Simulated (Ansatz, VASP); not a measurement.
# Zr2CO2 (twisted Zr2CO2 MXene bilayer, 38.21 deg): VASP beside Ansatz

One calculation is typed for both programs; each brings its own data sets. How far apart do they land? The cell is taken from a series of runs on this material, whose earlier steps may have relaxed, scaled, displaced or heated it; both programs get it as it stands.

Calculated with Ansatz 0.2.0; plane waves, with VASP 6.6.1 beside it; single point at PBE.

## 1. Set-up

The cell holds 70 atoms: 14 C, 28 Zr and 28 O. Its edges and angles: a = 8.757 Å, b = 8.757 Å, c = 28.150 Å, α = 90.0°, β = 90.0°, γ = 120.0°. It derives from Zr2CO2 (Zr2CO2 MXene). As first built, before any earlier steps moved the atoms (in the runner's words): Zr2CO2 MXene (a = 3.31 A) under Zr2CO2 MXene (a = 3.31 A), bilayer, commensurate cell of 7 unit cells a layer, twist 38.21 deg; facing atoms 2.95 A apart;; flat layers, displaced by a Gaussian of 0.01 A Then every atom was moved at random, 0.02 A r.m.s. a Cartesian component (hydrogen 0.6 of that). Vacuum lies along c.

## 2. Ansatz: single point, PBE, pair 1

Ansatz runs on its default PAW (the set named soft_2) files.

A single point gives forces, pressure and levels at one fixed geometry, so differences don't come from the geometry; what else differs is listed under the comparison.

The input, input.yaml:

```yaml
crystal:
  lattice:
    - [8.7574, 0.0, 0.0]
    - [-4.3787, 7.58413, 0.0]
    - [0.0, 0.0, 28.15]
  atoms:
    - { symbol: C, position: [0.99612, 0.99999, 0.36525] }
    - { symbol: Zr, position: [0.19331, 0.24016, 0.41364] }
    - { symbol: Zr, position: [0.23848, 0.04875, 0.31809] }
    - { symbol: O, position: [0.23698, 0.04672, 0.44869] }
    - { symbol: O, position: [0.18665, 0.235, 0.28356] }
    - { symbol: C, position: [0.14308, 0.4301, 0.36528] }
    - { symbol: Zr, position: [0.32933, 0.66853, 0.4138] }
    - { symbol: Zr, position: [0.38058, 0.47341, 0.31745] }
    - { symbol: O, position: [0.3741, 0.47322, 0.44673] }
    - { symbol: O, position: [0.3285, 0.66889, 0.28443] }
    - { symbol: C, position: [0.29065, 0.85749, 0.36651] }
    - { symbol: Zr, position: [0.47736, 0.09719, 0.41366] }
    - { symbol: Zr, position: [0.52315, 0.90433, 0.31574] }
    - { symbol: O, position: [0.52436, 0.90134, 0.447] }
    - { symbol: O, position: [0.47736, 0.09491, 0.2855] }
    - { symbol: C, position: [0.42558, 0.29044, 0.36583] }
    - { symbol: Zr, position: [0.61553, 0.52222, 0.41519] }
    - { symbol: Zr, position: [0.66967, 0.33379, 0.31834] }
    - { symbol: O, position: [0.66054, 0.33323, 0.44702] }
    - { symbol: O, position: [0.62525, 0.52769, 0.28431] }
    - { symbol: C, position: [0.56969, 0.71268, 0.36569] }
    - { symbol: Zr, position: [0.76719, 0.95676, 0.41439] }
    - { symbol: Zr, position: [0.80982, 0.75775, 0.31701] }
    - { symbol: O, position: [0.80946, 0.76151, 0.44859] }
    - { symbol: O, position: [0.76403, 0.95205, 0.28416] }
    - { symbol: C, position: [0.7118, 0.14285, 0.36529] }
    - { symbol: Zr, position: [0.90482, 0.37715, 0.41519] }
    - { symbol: Zr, position: [0.95381, 0.19282, 0.31674] }
    - { symbol: O, position: [0.95042, 0.19086, 0.44898] }
    - { symbol: O, position: [0.9057, 0.38378, 0.28287] }
    - { symbol: C, position: [0.85851, 0.57279, 0.36425] }
    - { symbol: Zr, position: [0.05152, 0.81251, 0.41453] }
    - { symbol: Zr, position: [0.09447, 0.61938, 0.31975] }
    - { symbol: O, position: [0.09648, 0.62066, 0.44748] }
    - { symbol: O, position: [0.05302, 0.8056, 0.2833] }
    - { symbol: C, position: [0.08364, 0.64096, 0.63479] }
    - { symbol: Zr, position: [0.8476, 0.45113, 0.68215] }
    - { symbol: Zr, position: [0.8918, 0.68945, 0.58587] }
    - { symbol: O, position: [0.89617, 0.69425, 0.71519] }
    - { symbol: O, position: [0.84045, 0.44721, 0.55347] }
    - { symbol: C, position: [0.93861, 0.92336, 0.63421] }
    - { symbol: Zr, position: [0.70455, 0.74039, 0.68277] }
    - { symbol: Zr, position: [0.74833, 0.97501, 0.58549] }
    - { symbol: O, position: [0.75583, 0.97499, 0.71644] }
    - { symbol: O, position: [0.70252, 0.7402, 0.55161] }
    - { symbol: C, position: [0.65624, 0.50216, 0.63316] }
    - { symbol: Zr, position: [0.41934, 0.30861, 0.68347] }
    - { symbol: Zr, position: [0.46452, 0.55086, 0.58458] }
    - { symbol: O, position: [0.46542, 0.55036, 0.71631] }
    - { symbol: O, position: [0.41893, 0.30531, 0.55245] }
    - { symbol: C, position: [0.80271, 0.21755, 0.63377] }
    - { symbol: Zr, position: [0.55991, 0.02985, 0.68302] }
    - { symbol: Zr, position: [0.6081, 0.25979, 0.58439] }
    - { symbol: O, position: [0.60225, 0.26202, 0.71556] }
    - { symbol: O, position: [0.56284, 0.02341, 0.55215] }
    - { symbol: C, position: [0.50899, 0.78971, 0.63466] }
    - { symbol: Zr, position: [0.27369, 0.59503, 0.6821] }
    - { symbol: Zr, position: [0.32314, 0.8385, 0.58524] }
    - { symbol: O, position: [0.31685, 0.83084, 0.71605] }
    - { symbol: O, position: [0.27262, 0.59678, 0.55265] }
    - { symbol: C, position: [0.22334, 0.35991, 0.63375] }
    - { symbol: Zr, position: [0.98512, 0.16645, 0.68217] }
    - { symbol: Zr, position: [0.03642, 0.40597, 0.58523] }
    - { symbol: O, position: [0.0388, 0.40442, 0.71761] }
    - { symbol: O, position: [0.99016, 0.17038, 0.552] }
    - { symbol: C, position: [0.37099, 0.07372, 0.63441] }
    - { symbol: Zr, position: [0.12949, 0.8826, 0.6825] }
    - { symbol: Zr, position: [0.17587, 0.11853, 0.58476] }
    - { symbol: O, position: [0.17668, 0.12228, 0.71497] }
    - { symbol: O, position: [0.13004, 0.88231, 0.5519] }
kpoints:
  mp_grid: { grid: [1, 1, 1] }
hamiltonian:
  xc: pbe
scf:
  occupations: { method: fermi_dirac, width: 0.05 }
output:
  forces: true
  eigenvalues: true
  populations: true
```

Launch:

```console
ansatz run input.yaml --threads 4 --pin off --max-ram 8192MiB --backend cpu --events-out ev --progress --plain --runs-dir out
```

Numbers of over 12 decimals in the logs are rounded to 6 here.

The log of the run:

```text
Engine: ansatz 0.2.0, x86_64-unknown-linux-gnu
Pseudopotentials: kind: paw
Pseudopotential: C, paw, valence charge 4, recommended cutoff 420 eV (normal), C.paw.azcp
Pseudopotential: Zr, paw, valence charge 12, recommended cutoff 420 eV (normal), Zr.paw.azcp
Pseudopotential: O, paw, valence charge 6, recommended cutoff 420 eV (normal), O.paw.azcp
Functional definition: PBE
  parameter kappa = 0.804
  parameter beta = 0.066725
  exchange = pbe_x(kappa = kappa, mu = beta*pi^2/3)
  correlation = pbe_c(beta = beta)
Crystal: 70 atoms, lattice volume = 1869.646 Å³
Basis set: ecut = 420 eV, 36605 PW (Γ), exchange–correlation on 120×120×384 points (8 copies of the dense FFT grid, shifted against one another)
Bands: 350, of which v1, the nominal top of the filled ones, is band 280 counted from 1 (279 counted from 0)
Symmetry: 1 space group operations
Space group: P1 (ITA 1), of the structure as read, at distance tolerance 1.2e-4 Å
k-points: 1
Non-local potential: C, projectors of the file, l = 0: 2, l = 1: 2, l = 2: 1
Non-local potential: Zr, projectors of the file, l = 0: 3, l = 1: 2, l = 2: 2, l = 3: 2
Non-local potential: O, projectors of the file, l = 0: 2, l = 1: 2, l = 2: 1
PAW form: soft (Blöchl's): semilocal exchange-correlation on the pseudo side does not see the compensation charge
PAW one-centre angular grid: C, 110 points (default); XC on 64 Gauss nodes
PAW one-centre angular grid: Zr, 590 points (default); XC on 64 Gauss nodes
PAW one-centre angular grid: O, 110 points (default); XC on 64 Gauss nodes
Initial density: superposition of atomic densities (neutral atoms: chi_scale 0, normalization atom), corrected by the library's trained network
Initial wavefunctions: pseudopotential atomic-orbital guess
Functional: x = pbe(κ = 0.804, μ = 0.219515), c = pbe(β = 0.066725)
SCF iter   1: F=—  HF=-136634.031247 eV  |F-HF|=—  |Δ(HF+E_count)|=         —  Δρ=4.40e-3  dr2=5.21e-1  ethr=1.77e-3  ⟨swp⟩=7.0  Hψ=1539  notcnv=0
preconditioner: auto → Resta (q_TF=auto, 2.232 Å⁻¹)  ε∞=3.8  [insulator: Δε(μ)=1.610 eV  Ē_g=9.453 eV  σ=0.050 eV  W_gap=1.00  n_scr=336 (ndim 8)  ℏωp=15.7 eV  f_vac=0.491  D(μ)=0.00/eV (n_scr^D=0)  ε∞_Penn≈3.8  vacuum switching on, ρ_ref=6.5e-3 e/Å³]
SCF iter   2: F=—  HF=-136633.962478 eV  |F-HF|=—  |Δ(HF+E_count)|=   6.88e-2  Δρ=1.89e-3  dr2=8.15e-2  ethr=9.30e-5  ⟨swp⟩=2.0  Hψ=568  notcnv=0  defer=42
SCF iter   3: F=—  HF=-136633.958382 eV  |F-HF|=—  |Δ(HF+E_count)|=   4.10e-3  Δρ=1.06e-3  dr2=2.21e-2  ethr=1.46e-5  ⟨swp⟩=2.0  Hψ=445  notcnv=0  defer=42
SCF iter   4: F=—  HF=-136633.962929 eV  |F-HF|=—  |Δ(HF+E_count)|=   4.55e-3  Δρ=9.31e-4  dr2=2.38e-2  ethr=3.95e-6  ⟨swp⟩=3.0  Hψ=477  notcnv=0  defer=42
SCF iter   5: F=—  HF=-136633.961644 eV  |F-HF|=—  |Δ(HF+E_count)|=   1.29e-3  Δρ=1.82e-4  dr2=7.55e-4  ethr=3.95e-6  ⟨swp⟩=2.0  Hψ=431  notcnv=0  defer=42
SCF iter   6: F=—  HF=-136633.961609 eV  |F-HF|=—  |Δ(HF+E_count)|=   3.51e-5  Δρ=7.86e-5  dr2=1.86e-4  ethr=1.35e-7  ⟨swp⟩=3.0  Hψ=721  notcnv=0  defer=42
SCF iter   7: F=—  HF=-136633.961598 eV  |F-HF|=—  |Δ(HF+E_count)|=   1.12e-5  Δρ=2.98e-5  dr2=2.20e-5  ethr=3.32e-8  ⟨swp⟩=2.0  Hψ=450  notcnv=0  defer=42
SCF iter   8: F=—  HF=-136633.964803 eV  |F-HF|=—  |Δ(HF+E_count)|=   3.21e-3  Δρ=1.07e-5  dr2=3.50e-6  ethr=3.93e-9  ⟨swp⟩=2.0  Hψ=518  notcnv=0  defer=44
SCF iter   9: F=—  HF=-136633.964803 eV  |F-HF|=—  |Δ(HF+E_count)|=   3.84e-8  Δρ=7.47e-6  dr2=1.48e-6  ethr=6.25e-10  ⟨swp⟩=3.0  Hψ=477  notcnv=0  defer=44
SCF iter  10: F=—  HF=-136633.964803 eV  |F-HF|=—  |Δ(HF+E_count)|=   1.83e-7  Δρ=3.09e-6  dr2=2.78e-7  ethr=2.64e-10  ⟨swp⟩=2.0  Hψ=472  notcnv=0  defer=44
SCF iter  11: F=-136633.964803 eV  HF=-136633.964803 eV  |F-HF|=3.56e-8  |Δ(HF+E_count)|=   4.22e-9  Δρ=1.52e-6  dr2=6.21e-8  ethr=1.79e-11  ⟨swp⟩=14.0  Hψ=1643  notcnv=0
SCF 1 converged in 11 iterations: F = -136633.964803 eV  dr2 = 6.21e-8
  greatest PAW one-centre occupation: 0.995 electrons in one spin orbital (limit 2), on the Zr atom at site 6 (counted from 0), in its partial waves of l = 0
SCF converged after 11 iterations
Free energy (F): -136633.964803 eV
Harris-Foulkes:  -136633.964803 eV  (|F-HF|=3.56e-8)
Internal energy: -136633.964799 eV  (E = F + TS)
E sigma→0 (E₀):  -136633.964801 eV
Entropy (-TS):   -0.000004 eV (-0.000 meV/atom)
Fermi energy:    3.714236 eV
--- Per-component energies (eV) ---
  E_band       = -7634.094666
  E_kinetic    = 15512.829565
  E_local      = -517449.718150  (includes V_loc(G=0)·N_el)
  E_nonlocal   = 3856.832676
  E_hartree    = 251306.064608
  E_xc         = -7314.107281
  E_vxc        = -8878.192735  (∫ρ·V_xc dr)
  E_paw        = -88485.532246  (= ΣΔE_a)
  E_vpaw       = -3288.047170  (= ΣTr[D̂ρ^β])
  E_aug_tail   = 0.069069  (compensation charges beyond the density's cutoff)
  E_ewald      = 205939.596959
  E_smearing   = -0.000004  (= −TS)
  E_closure    = 0.000000  (closes the sum)
[...]
atom   3  Zr    -0.15153977    -0.43315258    -1.29259129
  atom   4  O      0.07138015     0.23530543    -0.49839896
  atom   5  O      0.25820554     0.09643018     0.12643081
  atom   6  C     -0.11504330    -0.42613539     0.39474858
  atom   7  Zr     1.05008732     0.18927721     0.80873670
  atom   8  Zr    -0.10442764     0.88682414    -0.91794087
  atom   9  O      0.33955174     0.13147161     0.27654819
  atom  10  O      0.52623452    -0.13499465     0.00624174
  atom  11  C     -0.83777423     0.20839682     0.02526488
  atom  12  Zr     0.25664844    -0.63808912     1.05886780
  atom  13  Zr     0.46881735    -0.43782198    -0.44835594
  atom  14  O     -0.23297951     0.42648188    -0.10489151
  atom  15  O     -0.31279925     0.13573318    -0.30279777
  atom  16  C      0.38308862    -0.55982896    -0.00124991
  atom  17  Zr    -0.10047044     0.95505437     0.46804279
  atom  18  Zr     0.25565595     0.31174715    -1.24649197
  atom  19  O      0.44360257    -0.00666369     0.16658324
  atom  20  O     -0.46714297    -0.53885969    -0.12152339
  atom  21  C      0.14852603    -0.00456395    -0.13584959
  atom  22  Zr    -0.37446964    -1.00088412     0.57574043
  atom  23  Zr    -0.12774142     0.40629521    -0.71371453
  atom  24  O      0.14989854     0.00823934    -0.52025597
  atom  25  O     -0.22562622     0.08712282    -0.03910185
  atom  26  C      0.19304757     0.29637170     0.44763314
[...]
atom  63  Zr     0.31954991     0.04660429    -0.32968938
  atom  64  O     -0.39143627    -0.07138836    -0.53794162
  atom  65  O     -0.02856269    -0.34951310     0.11625791
  atom  66  C      0.03569256    -0.15836023    -0.07290036
  atom  67  Zr     0.35528573    -0.16766318     0.84816349
  atom  68  Zr     0.14931912     0.31193277    -0.36477763
  atom  69  O      0.33844519    -0.14911916     0.10680296
  atom  70  O      0.10513375    -0.09738524     0.08255118
  max |Σ_I F_I| component: 3.45e-5 eV/Å
--- Band table (eV) ---
  k-point 0: bands = [... 276 lower, 2.8111, 2.8347, 2.9950, 3.0103, 4.4323, 4.4478, 4.4885, 4.5276, ... 66 higher]
--- Löwdin populations: 70 sites ---
  site symbol       q [e]
     0      C      4.9051
     1     Zr     10.8562
     2     Zr     10.8315
     3      O      6.6350
     4      O      6.6295
     5      C      4.8930
     6     Zr     10.8524
     7     Zr     10.8336
     8      O      6.6274
     9      O      6.6389
    10      C      4.8890
    11     Zr     10.8485
    12     Zr     10.8090
    13      O      6.6392
    14      O      6.6288
    15      C      4.8878
    16     Zr     10.8264
    17     Zr     10.8432
    18      O      6.6299
    19      O      6.6293
    20      C      4.9003
    21     Zr     10.8411
    22     Zr     10.8288
    23      O      6.6439
[...]
62     Zr     10.8527
    63      O      6.6392
    64      O      6.6321
    65      C      4.8989
    66     Zr     10.8291
    67     Zr     10.8307
    68      O      6.6342
    69      O      6.6389
  spilling = 0.004011 (of n_electrons = 560.000000)
```

In the SCF lines HF is the Harris–Foulkes energy and dr2 the Hartree energy of the density residual, in eV; the loop may stop once dr2 is under the threshold and the program's other checks hold. Hψ counts applications of the Hamiltonian.

## 3. VASP: single point, PBE, pair 1

The same cell, functional, mesh and smearing now go to VASP, with its own data sets.

Lines of VASP's logs that name or quote its potential files are left out, and so is its time.

The input, INCAR:

```
SYSTEM = Zr2CO2
PREC = Accurate
ENCUT = 520
EDIFF = 1E-06
NELM = 120
ISMEAR = -1
SIGMA = 0.05
LREAL = Auto
ALGO = Normal
GGA = PE
NBANDS = 336
LASPH = .TRUE.
LORBIT = 11
LWAVE = .FALSE.
LCHARG = .FALSE.
ISIF = 2
GGA_COMPAT = .FALSE.
EFERMI = MIDGAP
NCORE = 2
```

The input, POSCAR:

```
Zr2CO2
1.0
    8.7574000000      0.0000000000      0.0000000000
   -4.3787000000      7.5841300000      0.0000000000
    0.0000000000      0.0000000000     28.1500000000
C Zr O
14 28 28
Direct
    0.9961200000      0.9999900000      0.3652500000
    0.1430800000      0.4301000000      0.3652800000
    0.2906500000      0.8574900000      0.3665100000
    0.4255800000      0.2904400000      0.3658300000
    0.5696900000      0.7126800000      0.3656900000
    0.7118000000      0.1428500000      0.3652900000
    0.8585100000      0.5727900000      0.3642500000
    0.0836400000      0.6409600000      0.6347900000
    0.9386100000      0.9233600000      0.6342100000
    0.6562400000      0.5021600000      0.6331600000
    0.8027100000      0.2175500000      0.6337700000
    0.5089900000      0.7897100000      0.6346600000
    0.2233400000      0.3599100000      0.6337500000
    0.3709900000      0.0737200000      0.6344100000
    0.1933100000      0.2401600000      0.4136400000
    0.2384800000      0.0487500000      0.3180900000
    0.3293300000      0.6685300000      0.4138000000
    0.3805800000      0.4734100000      0.3174500000
    0.4773600000      0.0971900000      0.4136600000
    0.5231500000      0.9043300000      0.3157400000
    0.6155300000      0.5222200000      0.4151900000
    0.6696700000      0.3337900000      0.3183400000
    0.7671900000      0.9567600000      0.4143900000
    0.8098200000      0.7577500000      0.3170100000
    0.9048200000      0.3771500000      0.4151900000
    0.9538100000      0.1928200000      0.3167400000
    0.0515200000      0.8125100000      0.4145300000
    0.0944700000      0.6193800000      0.3197500000
    0.8476000000      0.4511300000      0.6821500000
    0.8918000000      0.6894500000      0.5858700000
    0.7045500000      0.7403900000      0.6827700000
    0.7483300000      0.9750100000      0.5854900000
    0.4193400000      0.3086100000      0.6834700000
    0.4645200000      0.5508600000      0.5845800000
    0.5599100000      0.0298500000      0.6830200000
    0.6081000000      0.2597900000      0.5843900000
    0.2736900000      0.5950300000      0.6821000000
    0.3231400000      0.8385000000      0.5852400000
    0.9851200000      0.1664500000      0.6821700000
    0.0364200000      0.4059700000      0.5852300000
    0.1294900000      0.8826000000      0.6825000000
    0.1758700000      0.1185300000      0.5847600000
    0.2369800000      0.0467200000      0.4486900000
    0.1866500000      0.2350000000      0.2835600000
    0.3741000000      0.4732200000      0.4467300000
    0.3285000000      0.6688900000      0.2844300000
    0.5243600000      0.9013400000      0.4470000000
    0.4773600000      0.0949100000      0.2855000000
    0.6605400000      0.3332300000      0.4470200000
    0.6252500000      0.5276900000      0.2843100000
    0.8094600000      0.7615100000      0.4485900000
    0.7640300000      0.9520500000      0.2841600000
    0.9504200000      0.1908600000      0.4489800000
    0.9057000000      0.3837800000      0.2828700000
    0.0964800000      0.6206600000      0.4474800000
    0.0530200000      0.8056000000      0.2833000000
    0.8961700000      0.6942500000      0.7151900000
    0.8404500000      0.4472100000      0.5534700000
    0.7558300000      0.9749900000      0.7164400000
    0.7025200000      0.7402000000      0.5516100000
    0.4654200000      0.5503600000      0.7163100000
    0.4189300000      0.3053100000      0.5524500000
    0.6022500000      0.2620200000      0.7155600000
    0.5628400000      0.0234100000      0.5521500000
    0.3168500000      0.8308400000      0.7160500000
    0.2726200000      0.5967800000      0.5526500000
    0.0388000000      0.4044200000      0.7176100000
    0.9901600000      0.1703800000      0.5520000000
    0.1766800000      0.1222800000      0.7149700000
    0.1300400000      0.8823100000      0.5519000000
```

The input, KPOINTS:

```
Automatic mesh
0
Gamma
1 1 1
0 0 0
```

Potentials, in the order of the species: C, Zr_sv and O (PBE family, release 64).

Launch:

```console
mpirun -np 8 vasp_gam
```

The log of the run:

```text
[banner, memory and clock lines left out]
running    8 mpi-ranks, on    1 nodes
[...]
LDA part: xc-table for (Slater+PW92), standard interpolation
 POSCAR, INCAR and KPOINTS ok, starting setup
[...]
entering main loop
       N       E                     dE             d eps       ncg     rms          rms(c)
DAV:   1     0.797620282652E+04    0.79762E+04   -0.32493E+05   736   0.163E+03
DAV:   2     0.105603411013E+03   -0.78706E+04   -0.76712E+04   840   0.490E+02
DAV:   3    -0.719623162429E+03   -0.82523E+03   -0.81570E+03   864   0.151E+02
DAV:   4    -0.790104296947E+03   -0.70481E+02   -0.70393E+02  1128   0.391E+01
[...]
DAV:  26    -0.661893302467E+03   -0.54932E-05   -0.13702E-07   424   0.536E-04    0.254E-04
DAV:  27    -0.661893305251E+03   -0.27843E-05   -0.12160E-07   432   0.378E-04    0.180E-04
DAV:  28    -0.661893305814E+03   -0.56236E-06   -0.94308E-09   408   0.223E-04
   1 F= -.66189331E+03 E0= -.66189330E+03  d E =-.438017E-05
```

OUTCAR, selected parts (step 3):

```text
 POSITION                                       TOTAL-FORCE (eV/Angst)
 -----------------------------------------------------------------------------------
      4.34477      7.58405     10.28179         0.565250      0.176404      0.334947
     -0.63027      3.26193     10.28263        -0.112083     -0.431942      0.397714
     -1.20935      6.50332     10.31726        -0.841152      0.208828      0.023590
      2.45522      2.20273     10.29811         0.385850     -0.558066     -0.005723
      1.86839      5.40506     10.29417         0.151050     -0.001792     -0.134148
      5.60802      1.08339     10.28291         0.193287      0.295349      0.445123
      5.01024      4.34411     10.25364        -0.117477     -0.197193      0.941617
     -2.07410      4.86112     17.86934        -0.342718      0.241565     -0.385061
      4.17667      7.00288     17.85301        -0.145099      0.542409     -0.371263
      3.54815      3.80845     17.82345         0.010196     -0.233397      0.272526
      6.07707      1.64993     17.84063        -0.496285     -0.392326      0.420255
      0.99953      5.98926     17.86568         0.568667     -0.036604     -0.460453
      0.37994      2.72960     17.84006         0.480249     -0.197043     -0.235248
      2.92611      0.55910     17.85864         0.035997     -0.159800     -0.076011
[...]
-----------------------------------------------------------------------------------
    total drift:                                0.016157     -0.008730     -0.001044

  FREE ENERGIE OF THE ION-ELECTRON SYSTEM (eV)
  ---------------------------------------------------
  free  energy   TOTEN  =      -661.8933058137 eV

  energy  without entropy=     -661.8933014336  energy(sigma->0) =     -661.89330362
```

(Part 1 of 2 ends here.)

[Lines on the potential files, build, host, timing and source positions are cut from VASP's logs without a mark.]

[Logs are printed without paths, hosts, clocks, repeated set-up lines and the standing remarks that a program may print on its own settings, such as how far it seeks lower states.]

[Hosts, paths, dates, database ids (printed as entryN), source tags and the programs' standing remarks are cut or masked in the printed files.]
